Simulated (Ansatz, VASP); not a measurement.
# Si3N4 (amorphous silicon nitride) in two plane-wave programs

Aim: how closely do two programs agree when they are given the same cell, functional and k mesh? The structure shown is the end of the Ansatz relaxation below.

Program: Ansatz 0.2.0. Level of theory: plane waves, with VASP 6.6.1 beside it; single point at PBE and single point at PBEsol. Results are calculated unless marked as measured.

### Step 1. Set-up

The cell holds 77 atoms: 33 Si and 44 N. Its edges and angles: a = 9.426 Å, b = 9.441 Å, c = 9.489 Å, α = 90.0°, β = 90.0°, γ = 90.0°. As first built, before any earlier steps moved the atoms (in the runner's words): 77 atoms (33 Si, 44 N) placed at random at 3.14 g/cm^3 and pushed apart to contact distance.

Structure file:

```
Si N
1.0
     9.42551    0.00000    0.00000
     0.00000    9.44148    0.00000
     0.00000    0.00000    9.48908
Si N
33 44
Direct
  0.33224 0.01671 0.27943
  0.63228 0.25885 0.30673
  0.75738 0.05689 0.74690
  0.13525 0.04338 0.46162
  0.46931 0.61054 0.90341
  0.41952 0.21011 0.53255
  0.44661 0.34143 0.03612
  0.45932 0.55456 0.22137
  0.86974 0.72978 0.45291
  0.23708 0.29932 0.26669
  0.50539 0.85262 0.72283
  0.39108 0.84452 0.04649
  0.22763 0.68912 0.72964
  0.17512 0.53638 0.02342
  0.66655 0.13797 0.02308
  0.71943 0.64091 0.69692
  0.95488 0.83113 0.76347
  0.15296 0.05456 0.03745
  0.04724 0.81207 0.06342
  0.68723 0.00511 0.46926
  0.37937 0.08649 0.84461
  0.63449 0.80318 0.22110
  0.71694 0.55360 0.40663
  0.12029 0.02722 0.71383
  0.98108 0.47084 0.75408
  0.69429 0.36975 0.83242
  0.73297 0.82376 0.97440
  0.18706 0.71245 0.32320
  0.90817 0.10635 0.21446
  0.43587 0.56730 0.52639
  0.81368 0.28248 0.54733
  0.06872 0.49054 0.49238
  0.93740 0.31850 0.04024
  0.71846 0.23695 0.70305
  0.85670 0.74426 0.63822
  0.51895 0.36302 0.20573
  0.96007 0.37542 0.59505
  0.29243 0.42287 0.11162
  0.55961 0.13575 0.42443
  0.19059 0.10596 0.86863
  0.53686 0.44293 0.90367
  0.39095 0.71220 0.64821
  0.11588 0.56005 0.66555
  0.61735 0.59857 0.55501
  0.64503 0.94882 0.64067
  0.71373 0.99958 0.91930
  0.03309 0.43855 0.93822
  0.28448 0.15707 0.40677
  0.77267 0.28582 0.97376
  0.74089 0.37124 0.40181
  0.62667 0.62178 0.26463
  0.91286 0.77000 0.93553
  0.12671 0.40285 0.35137
  0.24893 0.14355 0.16115
  0.42416 0.38929 0.53113
  0.48950 0.17582 0.97319
  0.42791 0.91186 0.87771
  0.13321 0.84165 0.73563
  0.80094 0.50765 0.78589
  0.84223 0.11243 0.48162
  0.72636 0.13541 0.19788
  0.21109 0.90050 0.35903
  0.21555 0.88419 0.04972
  0.61545 0.72462 0.83073
  0.45934 0.67637 0.07316
  0.38879 0.09363 0.66813
  0.27981 0.61317 0.88736
  0.24188 0.33801 0.71497
  0.74629 0.86246 0.36454
  0.35175 0.62353 0.35888
  0.96201 0.08776 0.38924
  0.93444 0.01279 0.74608
  0.29094 0.34860 0.82059
  0.47303 0.91968 0.19864
  0.04189 0.67180 0.42559
  0.98834 0.99068 0.10379
  0.10982 0.65975 0.14899
```

### Step 2. Ansatz: relaxation, PBE

Ansatz runs on its default PAW (the set named soft_2) files.

This run makes the geometry at which the two programs are then compared.

input.yaml reads:

```yaml
crystal:
  lattice:
    - [9.42551, 0.0, 0.0]
    - [0.0, 9.44148, 0.0]
    - [0.0, 0.0, 9.48908]
  atoms:
    - { symbol: Si, position: [0.33224, 0.01671, 0.27943] }
    - { symbol: Si, position: [0.63228, 0.25885, 0.30673] }
    - { symbol: Si, position: [0.75738, 0.05689, 0.7469] }
    - { symbol: Si, position: [0.13525, 0.04338, 0.46162] }
    - { symbol: Si, position: [0.46931, 0.61054, 0.90341] }
    - { symbol: Si, position: [0.41952, 0.21011, 0.53255] }
    - { symbol: Si, position: [0.44661, 0.34143, 0.03612] }
    - { symbol: Si, position: [0.45932, 0.55456, 0.22137] }
    - { symbol: Si, position: [0.86974, 0.72978, 0.45291] }
    - { symbol: Si, position: [0.23708, 0.29932, 0.26669] }
    - { symbol: Si, position: [0.50539, 0.85262, 0.72283] }
    - { symbol: Si, position: [0.39108, 0.84452, 0.04649] }
    - { symbol: Si, position: [0.22763, 0.68912, 0.72964] }
    - { symbol: Si, position: [0.17512, 0.53638, 0.02342] }
    - { symbol: Si, position: [0.66655, 0.13797, 0.02308] }
    - { symbol: Si, position: [0.71943, 0.64091, 0.69692] }
    - { symbol: Si, position: [0.95488, 0.83113, 0.76347] }
    - { symbol: Si, position: [0.15296, 0.05456, 0.03745] }
    - { symbol: Si, position: [0.04724, 0.81207, 0.06342] }
    - { symbol: Si, position: [0.68723, 0.00511, 0.46926] }
    - { symbol: Si, position: [0.37937, 0.08649, 0.84461] }
    - { symbol: Si, position: [0.63449, 0.80318, 0.2211] }
    - { symbol: Si, position: [0.71694, 0.5536, 0.40663] }
    - { symbol: Si, position: [0.12029, 0.02722, 0.71383] }
    - { symbol: Si, position: [0.98108, 0.47084, 0.75408] }
    - { symbol: Si, position: [0.69429, 0.36975, 0.83242] }
    - { symbol: Si, position: [0.73297, 0.82376, 0.9744] }
    - { symbol: Si, position: [0.18706, 0.71245, 0.3232] }
    - { symbol: Si, position: [0.90817, 0.10635, 0.21446] }
    - { symbol: Si, position: [0.43587, 0.5673, 0.52639] }
    - { symbol: Si, position: [0.81368, 0.28248, 0.54733] }
    - { symbol: Si, position: [0.06872, 0.49054, 0.49238] }
    - { symbol: Si, position: [0.9374, 0.3185, 0.04024] }
    - { symbol: "N", position: [0.71846, 0.23695, 0.70305] }
    - { symbol: "N", position: [0.8567, 0.74426, 0.63822] }
    - { symbol: "N", position: [0.51895, 0.36302, 0.20573] }
    - { symbol: "N", position: [0.96007, 0.37542, 0.59505] }
    - { symbol: "N", position: [0.29243, 0.42287, 0.11162] }
    - { symbol: "N", position: [0.55961, 0.13575, 0.42443] }
    - { symbol: "N", position: [0.19059, 0.10596, 0.86863] }
    - { symbol: "N", position: [0.53686, 0.44293, 0.90367] }
    - { symbol: "N", position: [0.39095, 0.7122, 0.64821] }
    - { symbol: "N", position: [0.11588, 0.56005, 0.66555] }
    - { symbol: "N", position: [0.61735, 0.59857, 0.55501] }
    - { symbol: "N", position: [0.64503, 0.94882, 0.64067] }
    - { symbol: "N", position: [0.71373, 0.99958, 0.9193] }
    - { symbol: "N", position: [0.03309, 0.43855, 0.93822] }
    - { symbol: "N", position: [0.28448, 0.15707, 0.40677] }
    - { symbol: "N", position: [0.77267, 0.28582, 0.97376] }
    - { symbol: "N", position: [0.74089, 0.37124, 0.40181] }
    - { symbol: "N", position: [0.62667, 0.62178, 0.26463] }
    - { symbol: "N", position: [0.91286, 0.77, 0.93553] }
    - { symbol: "N", position: [0.12671, 0.40285, 0.35137] }
    - { symbol: "N", position: [0.24893, 0.14355, 0.16115] }
    - { symbol: "N", position: [0.42416, 0.38929, 0.53113] }
    - { symbol: "N", position: [0.4895, 0.17582, 0.97319] }
    - { symbol: "N", position: [0.42791, 0.91186, 0.87771] }
    - { symbol: "N", position: [0.13321, 0.84165, 0.73563] }
    - { symbol: "N", position: [0.80094, 0.50765, 0.78589] }
    - { symbol: "N", position: [0.84223, 0.11243, 0.48162] }
    - { symbol: "N", position: [0.72636, 0.13541, 0.19788] }
    - { symbol: "N", position: [0.21109, 0.9005, 0.35903] }
    - { symbol: "N", position: [0.21555, 0.88419, 0.04972] }
    - { symbol: "N", position: [0.61545, 0.72462, 0.83073] }
    - { symbol: "N", position: [0.45934, 0.67637, 0.07316] }
    - { symbol: "N", position: [0.38879, 0.09363, 0.66813] }
    - { symbol: "N", position: [0.27981, 0.61317, 0.88736] }
    - { symbol: "N", position: [0.24188, 0.33801, 0.71497] }
    - { symbol: "N", position: [0.74629, 0.86246, 0.36454] }
    - { symbol: "N", position: [0.35175, 0.62353, 0.35888] }
    - { symbol: "N", position: [0.96201, 0.08776, 0.38924] }
    - { symbol: "N", position: [0.93444, 0.01279, 0.74608] }
    - { symbol: "N", position: [0.29094, 0.3486, 0.82059] }
    - { symbol: "N", position: [0.47303, 0.91968, 0.19864] }
    - { symbol: "N", position: [0.04189, 0.6718, 0.42559] }
    - { symbol: "N", position: [0.98834, 0.99068, 0.10379] }
    - { symbol: "N", position: [0.10982, 0.65975, 0.14899] }
kpoints:
  mp_grid: { grid: [1, 1, 1] }
hamiltonian:
  xc: pbe
scf:
  occupations: { method: fixed }
output:
  forces: true
  stress: true
basis:
  ecutwfc: "350 eV"
relax:
  f_tol: 0.04
  max_steps: 40
  cell: { stress_tol: 0.1, fix: [alpha, beta, gamma] }
```

Started as:

```bash
$ ansatz run input.yaml --threads 4 --pin off --max-ram 15360MiB --backend cpu --events-out ev --progress --plain --runs-dir out
```

Numbers of over 12 decimals in the logs are rounded to 6 here.

Output:

```text
Warning: basis.ecutwfc = 350 eV is below the records' recommended 420 eV, and the density's cutoff is lower with it unless basis.ecutrho_ratio is high enough to keep the records' density cutoff: compare with a run at a higher cutoff
The last accepted step is kept in <dir> (removed where the run ends without a failure and the disk answers)
Engine: ansatz 0.2.0, x86_64-unknown-linux-gnu
Pseudopotentials: kind: paw
Pseudopotential: Si, paw, valence charge 4, recommended cutoff 420 eV (normal), Si.paw.azcp
Pseudopotential: N, paw, valence charge 5, recommended cutoff 420 eV (normal), N.paw.azcp
Functional definition: PBE
  parameter kappa = 0.804
  parameter beta = 0.066725
  exchange = pbe_x(kappa = kappa, mu = beta*pi^2/3)
  correlation = pbe_c(beta = beta)
Crystal: 77 atoms, lattice volume = 844.440 Å³
Basis set: ecut = 350 eV, 12569 PW (Γ), exchange–correlation on 120×120×120 points (8 copies of the dense FFT grid, shifted against one another)
Bands: 253, of which v1, the nominal top of the filled ones, is band 176 counted from 1 (175 counted from 0)
Symmetry: 1 space group operations
Space group: P1 (ITA 1), of the structure as read, at distance tolerance 9.5e-5 Å
k-points: 1
Non-local potential: Si, projectors of the file, l = 0: 2, l = 1: 2, l = 2: 2
Non-local potential: N, projectors of the file, l = 0: 2, l = 1: 2, l = 2: 1
PAW form: soft (Blöchl's): semilocal exchange-correlation on the pseudo side does not see the compensation charge
PAW one-centre angular grid: Si, 110 points (default); XC on 64 Gauss nodes
PAW one-centre angular grid: N, 110 points (default); XC on 64 Gauss nodes
Initial density: superposition of atomic densities (neutral atoms: chi_scale 0, normalization atom), corrected by the library's trained network
Initial wavefunctions: pseudopotential atomic-orbital guess
Functional: x = pbe(κ = 0.804, μ = 0.219515), c = pbe(β = 0.066725)
SCF iter   1: F=—  HF=-37920.123231 eV  |F-HF|=—  |Δ(HF+E_count)|=         —  Δρ=6.95e-3  dr2=6.78e-1  ethr=1.77e-3  ⟨swp⟩=5.0  Hψ=933  notcnv=0  defer=75
preconditioner: auto → Resta (q_TF=auto, 2.358 Å⁻¹)  ε∞=4.3  [insulator: Δε(μ)=2.218 eV  Ē_g=13.249 eV  n_scr=178 (ndim 8)  ℏωp=24.0 eV  f_vac=0.020  ε∞_Penn≈4.3]
SCF iter   2: F=—  HF=-37920.020777 eV  |F-HF|=—  |Δ(HF+E_count)|=   1.02e-1  Δρ=3.60e-3  dr2=1.27e-1  ethr=1.93e-4  ⟨swp⟩=3.0  Hψ=439  notcnv=0  defer=75
SCF iter   3: F=—  HF=-37920.008241 eV  |F-HF|=—  |Δ(HF+E_count)|=   1.25e-2  Δρ=1.63e-3  dr2=3.11e-2  ethr=3.62e-5  ⟨swp⟩=3.0  Hψ=365  notcnv=0  defer=49
automatic band count: iteration 3 solves 227 bands in place of 253: the levels show a gap, and the empty bands left out lie too high to hold charge; the band table lists the bands solved (type scf.n_extra_bands for more)
SCF iter   4: F=—  HF=-37920.004734 eV  |F-HF|=—  |Δ(HF+E_count)|=   3.51e-3  Δρ=7.55e-4  dr2=5.10e-3  ethr=8.84e-6  ⟨swp⟩=3.0  Hψ=365  notcnv=0  defer=49
SCF iter   5: F=—  HF=-37920.004370 eV  |F-HF|=—  |Δ(HF+E_count)|=   3.64e-4  Δρ=2.99e-4  dr2=7.46e-4  ethr=1.45e-6  ⟨swp⟩=2.0  Hψ=362  notcnv=0  defer=49
SCF iter   6: F=—  HF=-37920.004509 eV  |F-HF|=—  |Δ(HF+E_count)|=   1.39e-4  Δρ=9.26e-5  dr2=8.37e-5  ethr=2.12e-7  ⟨swp⟩=2.0  Hψ=361  notcnv=0  defer=49
SCF iter   7: F=—  HF=-37920.004683 eV  |F-HF|=—  |Δ(HF+E_count)|=   1.74e-4  Δρ=4.01e-5  dr2=1.62e-5  ethr=2.38e-8  ⟨swp⟩=2.0  Hψ=364  notcnv=0  defer=43
SCF iter   8: F=—  HF=-37920.004695 eV  |F-HF|=—  |Δ(HF+E_count)|=   1.28e-5  Δρ=1.52e-5  dr2=2.56e-6  ethr=4.60e-9  ⟨swp⟩=2.0  Hψ=361  notcnv=0  defer=45
SCF iter   9: F=—  HF=-37920.004697 eV  |F-HF|=—  |Δ(HF+E_count)|=   1.78e-6  Δρ=6.15e-6  dr2=4.06e-7  ethr=7.27e-10  ⟨swp⟩=2.0  Hψ=329  notcnv=0  defer=45
SCF iter  10: F=-37920.004698 eV  HF=-37920.004697 eV  |F-HF|=3.59e-8  |Δ(HF+E_count)|=   2.91e-7  Δρ=2.98e-6  dr2=9.06e-8  ethr=2.84e-11  ⟨swp⟩=5.0  Hψ=745  notcnv=0
SCF 1 converged in 10 iterations: F = -37920.004698 eV  dr2 = 9.06e-8
  greatest PAW one-centre occupation: 0.860 electrons in one spin orbital (limit 2), on the N atom at site 67 (counted from 0), in its partial waves of l = 0
relax step   1: F+E_penalty+E_count = -37920.00469751 eV  Δ(F+E_penalty+E_count) = +0.000e0 eV  max|allowed force component| = 3.089e-2 eV/Å  Δτ_max = 0.0000 Å  P = -0.028 GPa  Ω = 844.440 Å³  fix = [alpha, beta, gamma]  reactions: alpha +0.178, beta +1.348, gamma -1.208 GPa/rad  (10 SCF iters, dr2 threshold 1.00e-7 eV, accepted)
Initial density: handed on by an earlier stage of this run
Initial wavefunctions: pseudopotential atomic-orbital guess (no wavefunctions were taken with the density)
iter 1 solved again at ethr=2.47e-7 eV; its pass at ethr=3.10e-3 eV (dr2=8.68e-4 eV) is discarded
SCF iter   1: F=—  HF=-37920.004598 eV  |F-HF|=—  |Δ(HF+E_count)|=         —  Δρ=8.41e-6  dr2=3.25e-7  ethr=2.47e-7  ⟨swp⟩=4.0  Hψ=1536  notcnv=0  defer=75
[...]
atom  13  Si     0.00734065     0.00359093    -0.00240222
  atom  14  Si    -0.00093023     0.00192957    -0.00514972
  atom  15  Si     0.00104409     0.00854334     0.00226708
  atom  16  Si    -0.00130652     0.00743021     0.01350947
  atom  17  Si    -0.00108656     0.00678280     0.00857164
  atom  18  Si    -0.00747959    -0.00269143    -0.00470723
  atom  19  Si     0.00188026     0.00124283     0.00012610
  atom  20  Si     0.00141196     0.00523418    -0.00130988
  atom  21  Si    -0.00093321    -0.00178144     0.01465135
  atom  22  Si     0.00742071     0.00123098    -0.01130613
  atom  23  Si    -0.00303401    -0.00348444    -0.00166387
  atom  24  Si    -0.00434031    -0.00745686     0.00799025
  atom  25  Si     0.00016930    -0.00407282     0.00010509
  atom  26  Si    -0.00758635    -0.00142704    -0.00101275
  atom  27  Si     0.00031585     0.00094688     0.02250768
  atom  28  Si     0.00332474     0.00368852    -0.00381009
  atom  29  Si    -0.00525873     0.00481278     0.00159481
  atom  30  Si     0.00174220     0.02017454    -0.00017199
  atom  31  Si    -0.00725024     0.00110718    -0.00373790
  atom  32  Si    -0.00137795     0.01450643     0.01816516
  atom  33  Si    -0.00073767    -0.00250022     0.00677770
  atom  34  N      0.00158306     0.00128593    -0.00496253
  atom  35  N      0.00566812    -0.01356060    -0.01072714
  atom  36  N     -0.01144560     0.01225462    -0.00434564
[...]
atom  70  N     -0.00283738    -0.00820430     0.00274201
  atom  71  N      0.01353047    -0.00275653     0.00481337
  atom  72  N      0.01414615     0.00401360     0.00527757
  atom  73  N     -0.01113630    -0.01599064    -0.03088259
  atom  74  N      0.01259259    -0.00912319    -0.00414725
  atom  75  N     -0.00147910    -0.00445734     0.01018883
  atom  76  N      0.01368510    -0.01441273    -0.01498710
  atom  77  N      0.00462810     0.01031225     0.00216822
  max |Σ_I F_I| component: 5.51e-5 eV/Å
--- Stress (GPa, compression-positive) ---
       -0.030573       1.208483      -1.348059
        1.208482      -0.012013      -0.178094
       -1.348059      -0.178096      -0.041177
  P = ⅓ Tr σ = -0.0279 GPa (-0.279 kbar)
--- Relaxed structure (1 steps of the walk, 1 accepted, 1 SCFs on fresh bases) ---
  F+E_penalty+E_count = -37920.00469755 eV   max|allowed force component| = 3.088e-2 eV/Å   (the final SCF, on the basis selected at the relaxed cell)
  cell:  # Å, volume = 844.4405 Å³
    - [9.42551, 0.0, 0.0]
    - [0.0, 9.44148, 0.0]
    - [0.0, 0.0, 9.48908]
  atoms:
    - { symbol: Si, position: [0.332240, 0.01671, 0.27943] }
    - { symbol: Si, position: [0.632280, 0.258850, 0.30673] }
    - { symbol: Si, position: [0.757380, 0.056890, 0.7469] }
    - { symbol: Si, position: [0.13525, 0.04338, 0.461620] }
    - { symbol: Si, position: [0.469310, 0.61054, 0.90341] }
    - { symbol: Si, position: [0.41952, 0.21011, 0.532550] }
    - { symbol: Si, position: [0.44661, 0.34143, 0.03612] }
    - { symbol: Si, position: [0.45932, 0.55456, 0.22137] }
    - { symbol: Si, position: [0.869740, 0.72978, 0.45291] }
    - { symbol: Si, position: [0.237080, 0.29932, 0.26669] }
    - { symbol: Si, position: [0.50539, 0.85262, 0.72283] }
    - { symbol: Si, position: [0.391080, 0.84452, 0.04649] }
    - { symbol: Si, position: [0.227630, 0.68912, 0.72964] }
    - { symbol: Si, position: [0.17512, 0.53638, 0.02342] }
    - { symbol: Si, position: [0.666550, 0.137970, 0.023080] }
    - { symbol: Si, position: [0.71943, 0.64091, 0.69692] }
    - { symbol: Si, position: [0.95488, 0.831130, 0.763470] }
    - { symbol: Si, position: [0.15296, 0.05456, 0.03745] }
    - { symbol: Si, position: [0.047240, 0.81207, 0.06342] }
    - { symbol: Si, position: [0.68723, 0.00511, 0.469260] }
    - { symbol: Si, position: [0.37937, 0.08649, 0.844610] }
    - { symbol: Si, position: [0.63449, 0.80318, 0.221100] }
    - { symbol: Si, position: [0.71694, 0.5536, 0.40663] }
    - { symbol: Si, position: [0.120290, 0.02722, 0.71383] }
    - { symbol: Si, position: [0.98108, 0.47084, 0.75408] }
    - { symbol: Si, position: [0.69429, 0.36975, 0.83242] }
    - { symbol: Si, position: [0.73297, 0.82376, 0.9744] }
    - { symbol: Si, position: [0.18706, 0.71245, 0.3232] }
    - { symbol: Si, position: [0.90817, 0.10635, 0.21446] }
    - { symbol: Si, position: [0.435870, 0.567300, 0.52639] }
    - { symbol: Si, position: [0.81368, 0.28248, 0.54733] }
    - { symbol: Si, position: [0.068720, 0.49054, 0.49238] }
    - { symbol: Si, position: [0.937400, 0.3185, 0.04024] }
    - { symbol: N, position: [0.71846, 0.23695, 0.703050] }
    - { symbol: N, position: [0.856700, 0.744260, 0.638220] }
    - { symbol: N, position: [0.51895, 0.36302, 0.20573] }
    - { symbol: N, position: [0.960070, 0.37542, 0.59505] }
    - { symbol: N, position: [0.29243, 0.42287, 0.111620] }
    - { symbol: N, position: [0.559610, 0.13575, 0.42443] }
    - { symbol: N, position: [0.190590, 0.10596, 0.868630] }
    - { symbol: N, position: [0.53686, 0.442930, 0.903670] }
    - { symbol: N, position: [0.390950, 0.7122, 0.64821] }
    - { symbol: N, position: [0.115880, 0.56005, 0.66555] }
    - { symbol: N, position: [0.617350, 0.598570, 0.55501] }
    - { symbol: N, position: [0.64503, 0.94882, 0.64067] }
    - { symbol: N, position: [0.713730, 0.99958, 0.9193] }
    - { symbol: N, position: [0.03309, 0.43855, 0.938220] }
    - { symbol: N, position: [0.284480, 0.15707, 0.40677] }
    - { symbol: N, position: [0.77267, 0.28582, 0.973760] }
    - { symbol: N, position: [0.740890, 0.37124, 0.40181] }
    - { symbol: N, position: [0.626670, 0.62178, 0.26463] }
    - { symbol: N, position: [0.91286, 0.770000, 0.93553] }
    - { symbol: N, position: [0.12671, 0.40285, 0.35137] }
    - { symbol: N, position: [0.248930, 0.143550, 0.161150] }
    - { symbol: N, position: [0.42416, 0.38929, 0.53113] }
    - { symbol: N, position: [0.489500, 0.17582, 0.973190] }
    - { symbol: N, position: [0.42791, 0.91186, 0.87771] }
[...]
- { symbol: N, position: [0.351750, 0.623530, 0.35888] }
    - { symbol: N, position: [0.962010, 0.087760, 0.389240] }
    - { symbol: N, position: [0.934440, 0.012790, 0.74608] }
    - { symbol: N, position: [0.29094, 0.3486, 0.820590] }
    - { symbol: N, position: [0.47303, 0.91968, 0.198640] }
    - { symbol: N, position: [0.04189, 0.6718, 0.42559] }
    - { symbol: N, position: [0.98834, 0.990680, 0.10379] }
    - { symbol: N, position: [0.109820, 0.65975, 0.14899] }
```

[end of part 1 of 4]

[Lines on the potential files, build, host, timing and source positions are cut from VASP's logs without a mark.]

[Logs are printed without paths, hosts, clocks, repeated set-up lines and the standing remarks that a program may print on its own settings, such as how far it seeks lower states.]

[Hosts, paths, dates, database ids (printed as entryN), source tags and the programs' standing remarks are cut or masked in the printed files.]
